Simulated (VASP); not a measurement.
```yaml
crystal:
  lattice:
    - [0.00000, 2.46467, 2.46467]
    - [2.46467, 0.00000, 2.46467]
    - [2.46467, 2.46467, 0.00000]
  atoms:
    - { symbol: Y, position: [0.00000, 0.00000, 0.00000] }
    - { symbol: N, position: [0.50000, 0.50000, 0.50000] }
```

Calculation: revPBE GGA, VASP's PBE PAW potentials (set 64) (plane waves; VASP 6.6.1). Numerical set-up: 520 eV cut-off, 8×8×8 Γ-centred mesh, Gaussian smearing of 0.050 eV, potentials Y_sv N.

**Question.** Predict the energy per atom (σ→0), band gap (on the k-mesh) with the smallest direct gap where there is one.

**Answer.** 
```
Quantity                                             Result
-----------------------------------  ----------------------
band gap (on the k-mesh)                            0.26 eV
smallest direct gap (on the k-mesh)                 0.67 eV
energy per atom (σ→0)                -845.7 kJ/mol of atoms
```

Total energies compare only between runs with the same potentials, cut-off and functional.

The compound is YN in the rock salt structure. It was relaxed first. The start is the result of an earlier pass.
